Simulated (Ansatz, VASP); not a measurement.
**Cross-check of Zr (Zirconium) between VASP and Ansatz**

One calculation is typed for both programs; each brings its own data sets. How far apart do they land? The cell is taken from a series of runs on this material, whose earlier steps may have relaxed, scaled, displaced or heated it; both programs get it as it stands.

Program: Ansatz 0.2.0. Level of theory: plane waves, with VASP 6.6.1 beside it; relaxation of cell and atoms at PBE. Results are calculated unless marked as measured.

### 1. The structure

The structure is hexagonal, space group P6_3/mmc (No. 194). The conventional cell has a = 3.235 Å, b = 3.235 Å, c = 5.167 Å, α = 90.00°, β = 90.00°, γ = 120.00°. Nearest to Zr lie 12 Zr at 3.19 to 3.24 Å.

### 2. Ansatz: relaxation of cell and atoms, PBE

Ansatz runs on norm-conserving files, of PseudoDojo where its log says so.

The relaxed volume is the usual yardstick between codes: in a stiff, nearly cubic crystal its relative difference is about their pressure difference at one cell divided by the bulk modulus.

The input, input.yaml:

```yaml
crystal:
  lattice:
    - [3.2351649325, 0.0, 0.0]
    - [-1.6175824662, 2.8017350169, 0.0]
    - [0.0, 0.0, 5.1665608697]
  atoms:
    - { symbol: Zr, position: [0.3333333333, 0.6666666667, 0.25] }
    - { symbol: Zr, position: [0.6666666667, 0.3333333333, 0.75] }
kpoints:
  mp_grid: { grid: [12, 12, 6] }
hamiltonian:
  xc: pbe
  pseudopotentials: { kind: nc, accuracy: standard }
scf:
  occupations: { method: methfessel_paxton, width: 0.2 }
output:
  forces: true
  stress: true
  eigenvalues: true
relax:
  adjacent_minimum: "off"
  f_tol: 0.001
  max_steps: 60
  cell: { stress_tol: 0.01 }
```

Started as:

```sh
$ ansatz run input.yaml --threads 16 --pin off --max-ram 92160MiB --backend cuda --events-out ev --progress --plain --runs-dir out --max-vram 78GiB
```

Numbers of over 12 decimals in the logs are rounded to 6 here.

Log:

```text
Engine: ansatz 0.2.0, aarch64-unknown-linux-gnu
Pseudopotentials: kind: nc
Pseudopotential: Zr, nc, valence charge 12, recommended cutoff 897.975746 eV (normal), Zr.nc.azcp (PseudoDojo's, or run here from an input of PseudoDojo's; its table is named by hamiltonian.pseudopotentials.accuracy)
Functional definition: PBE
  parameter kappa = 0.804
  parameter beta = 0.066725
  exchange = pbe_x(kappa = kappa, mu = beta*pi^2/3)
  correlation = pbe_c(beta = beta)
[...]
Crystal: 2 atoms, lattice volume = 46.830 Å³
Basis set: ecut = 897.975746 eV, 2863 PW (Γ), exchange–correlation on 64×64×108 points (8 copies of the dense FFT grid, shifted against one another)
Bands: 16, of which v1, the nominal top of the filled ones, is band 12 counted from 1 (11 counted from 0)
Symmetry: 24 space group operations
Space group: P63/mmc (ITA 194), of the structure as read, at distance tolerance 3.6e-5 Å
k-points: 76 of 864
Non-local potential: Zr, projectors of the file, l = 0: 2, l = 1: 2, l = 2: 2
Initial density: superposition of atomic densities (chi_scale 0.1, normalization cell)
Initial wavefunctions: pseudopotential atomic-orbital guess
[...]
Functional: x = pbe(κ = 0.804, μ = 0.219515), c = pbe(β = 0.066725)
SCF iter   1: F=—  HF=-2755.100111 eV  |F-HF|=—  |Δ(HF+E_count)|=         —  Δρ=2.96e-2  dr2=5.19e-1  ethr=3.10e-3  ⟨swp⟩=4.5  Hψ=5471  notcnv=0
preconditioner: auto → Kerker (q_TF=auto, 2.441 Å⁻¹)  [metal: Δε(μ)=0.045 eV  Ē_g=3.255 eV  σ=0.200 eV  W_gap=0.19  n_scr=10 (ndim 8)  ℏωp=15.3 eV  f_vac=0.000  D(μ)=1.88/eV (n_scr^D=22)]
SCF iter   2: F=—  HF=-2754.985757 eV  |F-HF|=—  |Δ(HF+E_count)|=   1.14e-1  S|Δr|=    0.00e0  Δρ=1.79e-2  dr2=1.89e-1  ethr=2.16e-3  ⟨swp⟩=1.4  Hψ=1890  notcnv=0
[...]
SCF iter   6: F=-2754.930079 eV  HF=-2754.930079 eV  |F-HF|=1.51e-9  |Δ(HF+E_count)|=   3.61e-7  S|Δr|=    0.00e0  Δρ=6.33e-6  dr2=1.13e-8  ethr=4.17e-10  ⟨swp⟩=8.0  Hψ=7827  notcnv=0
SCF 1 converged in 6 iterations: F = -2754.930079 eV  dr2 = 1.13e-8
relax step   1: F+E_penalty+E_count = -2754.93007937 eV  Δ(F+E_penalty+E_count) = +0.000e0 eV  max|allowed force component| = 9.252e-17 eV/Å  Δτ_max = 0.0000 Å  P = +0.010 GPa  Ω = 46.830 Å³  (6 SCF iters, dr2 threshold 1.00e-7 eV, accepted)
[...]
relax step   2: F+E_penalty+E_count = -2754.93007873 eV  Δ(F+E_penalty+E_count) = +6.374e-7 eV  max|allowed force component| = 2.405e-16 eV/Å  Δτ_max = 0.0000 Å  P = -0.011 GPa  Ω = 46.841 Å³  energy of the carried Pulay correction = -1.570e-6 eV  (3 SCF iters, dr2 threshold 1.02e-9 eV, accepted)
[...]
relax step   3: F+E_penalty+E_count = -2754.93007976 eV  Δ(F+E_penalty+E_count) = -1.034e-6 eV  max|allowed force component| = 4.071e-16 eV/Å  Δτ_max = 0.0000 Å  P = +0.001 GPa  Ω = 46.835 Å³  energy of the carried Pulay correction = -7.157e-7 eV  (3 SCF iters, dr2 threshold 3.19e-10 eV, accepted)
[...]
relax step   4: F+E_penalty+E_count = -2754.93008007 eV  Δ(F+E_penalty+E_count) = -3.041e-7 eV  max|allowed force component| = 3.053e-16 eV/Å  Δτ_max = 0.0000 Å  P = +0.001 GPa  Ω = 46.835 Å³  stress off target by 1.92e-3 GPa  SCF on the basis re-selected at this cell (its energy is not comparable with the rows above)  (4 SCF iters)
basis re-selected at this cell: Δ(F+E_penalty+E_count) = -3.041e-7 eV, ΔP = +0.000 GPa vs the last step (what re-selecting the basis moved, of the pressure what is left beyond the Pulay correction that the steps carried, after the strain that the cell walked since its last selection, with what the two solves' SCF thresholds leave and, on support functions, any second-order correction that the steps lacked; it is no m [...]
SCF converged after 4 iterations
Stability not checked: this state was not tested for a lower state beside it, because cold or Methfessel-Paxton smearing, or corrected tetrahedra, fill the levels in a way that the test cannot read (fill_not_monotonic; see scf.lower_state_search)
Free energy (F): -2754.930080 eV
Harris-Foulkes:  -2754.930080 eV  (|F-HF|=0.00e0)
Internal energy: -2754.931860 eV  (E = F + TS)
E sigma→0 (E₀):  -2754.930525 eV
Entropy (-TS):   0.001780 eV (0.890 meV/atom)
Fermi energy:    14.035553 eV
--- Per-component energies (eV) ---
  E_band       = -193.660999
  E_kinetic    = 785.347122
  E_local      = -1565.130962  (includes V_loc(G=0)·N_el)
  E_nonlocal   = 288.620720
  E_hartree    = 374.179428
  E_xc         = -544.855328
  E_vxc        = -450.856738  (∫ρ·V_xc dr)
  E_ewald      = -2093.092840
  E_smearing   = 0.001780  (= −TS)
  E_closure    = -0.000000  (closes the sum)
  Σ components = -2754.930080   (vs F -2754.930080, Δ=0.00e0)
--- Forces (eV/Å), atoms counted from 1 ---
  atom   1  Zr    -0.00000000    -0.00000000     0.00000000
  atom   2  Zr     0.00000000     0.00000000     0.00000000
  max |Σ_I F_I| component: 9.25e-17 eV/Å
--- Stress (GPa, compression-positive) ---
        0.000878       0.000000      -0.000000
        0.000000       0.000878       0.000000
       -0.000000       0.000000       0.001920
  P = ⅓ Tr σ = 0.0012 GPa (0.012 kbar)
--- Band table (eV; the first three rows and the last of 76) ---
  k-point 0: bands = [... 8 lower, 8.3837, 11.0094, 14.8913, 14.8913, 15.0138, 15.1515, 15.5737, 15.5737]
  k-point 1: bands = [... 8 lower, 8.6121, 10.9836, 14.7554, 14.7860, 14.7860, 14.8390, 15.4090, 15.4090]
  k-point 2: bands = [... 8 lower, 9.2409, 10.7461, 14.1447, 14.4229, 14.7005, 14.7005, 15.0748, 15.0748]
  k-point 75: bands = [... 8 lower, 12.5984, 12.5984, 12.7601, 12.7601, 13.9878, 13.9878, 16.0515, 16.0515]
--- Relaxed structure (3 steps of the walk, 3 accepted, 1 SCFs on fresh bases) ---
  F+E_penalty+E_count = -2754.93008007 eV   max|allowed force component| = 3.053e-16 eV/Å   (the final SCF, on the basis selected at the relaxed cell)
  cell:  # Å, volume = 46.8350 Å³
    - [3.235631, -2.8871740388635142e-11, 0]
    - [-1.617816, 2.802139, 0]
    - [0, 0, 5.165608]
  atoms:
    - { symbol: Zr, position: [0.333333, 0.666667, 0.250000] }
    - { symbol: Zr, position: [0.666667, 0.333333, 0.75] }
```

### 3. VASP: relaxation of cell and atoms, PBE

The same cell, functional, mesh and smearing now go to VASP, with its own data sets.

Lines of VASP's logs that name or quote its potential files are left out, and so is its time.

The input, INCAR:

```
SYSTEM = Zr
PREC = Accurate
ENCUT = 500
EDIFF = 1E-07
NELM = 120
ISMEAR = 1
SIGMA = 0.2
LREAL = .FALSE.
ALGO = Normal
GGA = PE
NBANDS = 18
LASPH = .TRUE.
LORBIT = 11
LWAVE = .FALSE.
LCHARG = .FALSE.
ISIF = 3
IBRION = 2
NSW = 80
EDIFFG = -0.005
GGA_COMPAT = .FALSE.
NELMIN = 4
KPAR = 2
```

The input, POSCAR:

```
Zr
1.0
    3.2351650000      0.0000000000      0.0000000000
   -1.6175820000      2.8017350000      0.0000000000
    0.0000000000      0.0000000000      5.1665610000
Zr
2
Direct
    0.3333331708      0.6666665477      0.2499999516
    0.6666665201      0.3333334523      0.7500000484
```

The input, KPOINTS:

```
Automatic mesh
0
Gamma
12 12 6
0 0 0
```

Potentials, in the order of the species: Zr_sv (PBE family, release 64).

Started as:

```sh
$ mpirun -np 2 vasp_std
```

Log:

```text
[banner, memory and clock lines left out]
running    2 mpi-ranks, on    1 nodes
 distrk:  each k-point on    1 cores,    2 groups
 distr:  one band on    1 cores,    1 groups

 POSCAR found type information on POSCAR Zr
 POSCAR found :  1 types and       2 ions
 LDA part: xc-table for (Slater+PW92), standard interpolation
 POSCAR, INCAR and KPOINTS ok, starting setup
 FFT: planning ... GRIDC
 FFT: planning ... GRID_SOFT
 FFT: planning ... GRID
 WAVECAR not read
 entering main loop
       N       E                     dE             d eps       ncg     rms          rms(c)
DAV:   1     0.206269060599E+03    0.20627E+03   -0.13085E+04  2736   0.128E+03
DAV:   2    -0.290355652764E+01   -0.20917E+03   -0.20606E+03  3276   0.372E+02
DAV:   3    -0.174254901838E+02   -0.14522E+02   -0.14351E+02  4984   0.705E+01
DAV:   4    -0.177455096791E+02   -0.32002E+00   -0.31980E+00  3206   0.112E+01
DAV:   5    -0.177572616599E+02   -0.11752E-01   -0.11748E-01  4174   0.138E+00    0.142E+01
DAV:   6    -0.171509474068E+02    0.60631E+00   -0.95954E-01  2934   0.774E+00    0.555E+00
DAV:   7    -0.170320337928E+02    0.11891E+00   -0.62125E-01  3842   0.543E+00    0.113E+00
DAV:   8    -0.170380481645E+02   -0.60144E-02   -0.40867E-02  3588   0.152E+00    0.281E-01
DAV:   9    -0.170382455568E+02   -0.19739E-03   -0.18255E-03  3386   0.402E-01    0.354E-02
DAV:  10    -0.170381976577E+02    0.47899E-04   -0.46499E-05  3734   0.421E-02    0.248E-02
DAV:  11    -0.170381976905E+02   -0.32717E-07   -0.10912E-05  3116   0.375E-02    0.330E-03
DAV:  12    -0.170381977677E+02   -0.77299E-07   -0.52193E-07  3200   0.468E-03
   1 F= -.17038198E+02 E0= -.17038789E+02  d E =-.170382E+02
 curvature:   0.00 expect dE= 0.000E+00 dE for cont linesearch  0.000E+00
 trial: gam= 0.00000 g(F)=  0.230E-39 g(S)=  0.168E-04 ort = 0.000E+00 (trialstep = 0.100E+01)
 search vector abs. value=  0.168E-04
 bond charge predicted
       N       E                     dE             d eps       ncg     rms          rms(c)
DAV:   1    -0.170384214065E+02   -0.22372E-03   -0.75140E-03  3302   0.816E-01    0.138E-01
DAV:   2    -0.170382230528E+02    0.19835E-03   -0.61221E-04  3296   0.215E-01    0.454E-02
DAV:   3    -0.170381825692E+02    0.40484E-04   -0.25337E-04  3990   0.108E-01    0.271E-02
DAV:   4    -0.170381912137E+02   -0.86445E-05   -0.15931E-05  3572   0.218E-02    0.106E-02
DAV:   5    -0.170381984931E+02   -0.72793E-05   -0.13133E-05  4120   0.189E-02    0.465E-03
DAV:   6    -0.170381992689E+02   -0.77580E-06   -0.49469E-07  2616   0.549E-03    0.111E-03
DAV:   7    -0.170381994665E+02   -0.19767E-06   -0.35257E-08  1532   0.224E-03    0.238E-04
DAV:   8    -0.170381995256E+02   -0.59094E-07   -0.92851E-09  1484   0.952E-04
   2 F= -.17038200E+02 E0= -.17038783E+02  d E =-.175787E-05
 trial-energy change:   -0.000002  1 .order   -0.000002   -0.000017    0.000013
 step:   0.5586(harm=  0.5586)  dis= 0.00000  next Energy=   -17.038202 (dE=-0.469E-05)
 bond charge predicted
       N       E                     dE             d eps       ncg     rms          rms(c)
DAV:   1    -0.170382454380E+02   -0.45972E-04   -0.14668E-03  3268   0.361E-01    0.608E-02
DAV:   2    -0.170382099013E+02    0.35537E-04   -0.11945E-04  3252   0.948E-02    0.198E-02
DAV:   3    -0.170382032418E+02    0.66594E-05   -0.49180E-05  3948   0.473E-02    0.119E-02
DAV:   4    -0.170382033037E+02   -0.61856E-07   -0.31208E-06  3554   0.957E-03    0.476E-03
DAV:   5    -0.170382028287E+02    0.47502E-06   -0.25741E-06  4118   0.840E-03    0.209E-03
DAV:   6    -0.170382025300E+02    0.29871E-06   -0.88923E-08  1798   0.245E-03    0.463E-04
DAV:   7    -0.170382024655E+02    0.64494E-07   -0.10858E-08  1434   0.111E-03
   3 F= -.17038202E+02 E0= -.17038789E+02  d E =-.469773E-05
 curvature:  -0.28 expect dE=-0.213E-06 dE for cont linesearch -0.322E-08
 trial: gam= 0.01917 g(F)=  0.164E-39 g(S)=  0.762E-06 ort = 0.440E-06 (trialstep = 0.912E+00)
 search vector abs. value=  0.785E-06
 reached required accuracy - stopping structural energy minimisation
```

From OUTCAR (step 3):

```text
ion  position               nearest neighbor table
   1  0.333  0.667  0.250-   2 3.19   2 3.19   2 3.19   2 3.19   2 3.19   2 3.19
   2  0.667  0.333  0.750-   1 3.19   1 3.19   1 3.19   1 3.19   1 3.19   1 3.19

  LATTYP: Found a hexagonal cell.
 ALAT       =     3.2351650000
 C/A-ratio  =     1.5970007712

 Subroutine GETGRP returns: Found 24 space group operations
 (whereof 12 operations were pure point group operations)

The static configuration has the point symmetry D_3d.
 The point group associated with its full space group is D_6h.

 Found     76 irreducible k-points:

   k-points           NKPTS =     76   k-points in BZ     NKDIM =     76   number of bands    NBANDS=     18

   dimension x,y,z NGX =    24 NGY =   24 NGZ =   40
   dimension x,y,z NGXF=    48 NGYF=   48 NGZF=   80

   ENCUT  =  500.0 eV  36.75 Ry    6.06 a.u.   5.90  5.90  9.42*2*pi/ulx,y,z

   NELECT =      24.0000    total number of electrons

 k-points in reciprocal lattice and weights: Automatic mesh
   0.00000000  0.00000000  0.00000000       0.001
   0.08333333  0.00000000  0.00000000       0.007
   0.16666667  0.00000000  0.00000000       0.007
   0.25000000  0.00000000  0.00000000       0.007
   0.33333333  0.00000000  0.00000000       0.007
   0.41666667  0.00000000  0.00000000       0.007
   0.50000000  0.00000000  0.00000000       0.003
   0.08333333  0.08333333  0.00000000       0.007
   0.16666667  0.08333333  0.00000000       0.014
[...]
0.33333333  0.25000000  0.50000000       0.014
   0.33333333  0.33333333  0.50000000       0.002

 average (electrostatic) potential at core
       1 -74.6990       2 -74.6990

 E-fermi :   8.9466

 k-point     1 :       0.0000    0.0000    0.0000
  band No.  band energies     occupation
    ...
      6     -17.4416      2.00000
      7     -17.4299      2.00000
      8     -17.4299      2.00000
      9       3.2882      2.00000
     10       5.9171      2.00000
     11       9.8033     -0.00000
     12       9.8033     -0.00000
     13       9.9241     -0.00000
     14      10.0674     -0.00000
     15      10.4853     -0.00000
    ...

 k-point     2 :       0.0833    0.0000    0.0000
  band No.  band energies     occupation
    ...
      6     -17.4779      2.00000
      7     -17.4504      2.00000
      8     -17.4360      2.00000
      9       3.4818      2.00000
     10       6.0940      2.00000
     11       9.3573     -0.01340
     12       9.6868     -0.00000
     13       9.9826     -0.00000
     14      10.2443     -0.00000
     15      10.3447     -0.00000
    ...

 k-point     3 :       0.1667    0.0000    0.0000
  band No.  band energies     occupation
    ...
      8     -17.4540      2.00000
      9       4.0260      2.00000
     10       6.5439      2.00000
     11       8.7830      1.98904
     12       8.8688      1.60667
     13       9.9101     -0.00000
     14      10.5083     -0.00000
     15      10.5358     -0.00000
     16      10.5436     -0.00000
     17      10.7642     -0.00000
    ...

  Total        0.0030372      0.0030372     -0.0036230      0.0000000      0.0000000     -0.0000000
  in kB        0.1039701      0.1039701     -0.1240216      0.0000000      0.0000000     -0.0000000
  external PRESSURE =       0.0279728 kB  Pullay stress =       0.0000000 kB

  energy-cutoff  :      500.00
  volume of cell :       46.80
      direct lattice vectors                 reciprocal lattice vectors
     3.234721390 -0.000000000  0.000000000     0.309145636  0.178485266  0.000000000
    -1.617360195  2.801350823  0.000000000     0.000000000  0.356970641  0.000000000
     0.000000000  0.000000000  5.165022685    -0.000000000 -0.000000000  0.193609992

 POSITION                                       TOTAL-FORCE (eV/Angst)
 -----------------------------------------------------------------------------------
     -0.00000      1.86757      1.29126        -0.000000      0.000000     -0.000000
      1.61736      0.93378      3.87377         0.000000     -0.000000      0.000000
 -----------------------------------------------------------------------------------
    total drift:                                0.001843      0.000193     -0.000338

  FREE ENERGIE OF THE ION-ELECTRON SYSTEM (eV)
  ---------------------------------------------------
  free  energy   TOTEN  =       -17.0382024655 eV

  energy  without entropy=      -17.0399625501  energy(sigma->0) =      -17.03878916

 reached required accuracy - stopping structural energy minimisation

 total charge
# of ion       s       p       d       tot
------------------------------------------
    1        2.232   5.960   1.619   9.811
    2        2.232   5.960   1.619   9.811
--------------------------------------------------
tot          4.464  11.920   3.238  19.622

[... 3 further parts left out ...]
```

CONTCAR:

```
Zr
   1.00000000000000
     3.2347213903615231   -0.0000000000791670    0.0000000000000000
    -1.6173601953178827    2.8013508228543298    0.0000000000000000
     0.0000000000000000    0.0000000000000000    5.1650226853847894
  Zr
     2
Direct
     0.3333331708000031    0.6666665476999967    0.2499999516000031
     0.6666665201000015    0.3333334523000033    0.7500000483999969
```

The run keeps the 24 symmetry operations of its start, so it cannot find a distortion of lower symmetry.

### 4. Differences

Known differences besides the potentials themselves: the cutoff is 897.976 eV in Ansatz and 500 eV in VASP; Ansatz adds a Pulay correction to the stress that steers its cell, VASP none. Total energies have different zeros and are not compared.

Both answers:

| quantity | Ansatz | VASP | difference |
| --- | --- | --- | --- |
| volume (Å³) | 46.83 | 46.80 | +0.07 % |
| edge a after relaxation, in the typed setting (Å) | 3.236 | 3.235 | +0.03 % |
| edge c after relaxation, in the typed setting (Å) | 5.166 | 5.165 | +0.01 % |

### 5. Outcome

```
difference in volume (relaxation of cell and atoms, PBE) : 0.068 %
```

In words: The difference in volume is 0.068 % (relaxation of cell and atoms, PBE), within the 1.2 % picked in this series as the mark of a large difference, as far as the stopping tolerances let one tell. 3 further runs of this series are not shown here. Such differences can come from data sets, numerical settings and the points named under the comparisons, not from the functional's error against experiment.

[Lines on the potential files, build, host, timing and source positions are cut from VASP's logs without a mark.]

[Logs are printed without paths, hosts, clocks, repeated set-up lines and the standing remarks that a program may print on its own settings, such as how far it seeks lower states.]

[Hosts, paths, dates, database ids (printed as entryN), source tags and the programs' standing remarks are cut or masked in the printed files.]
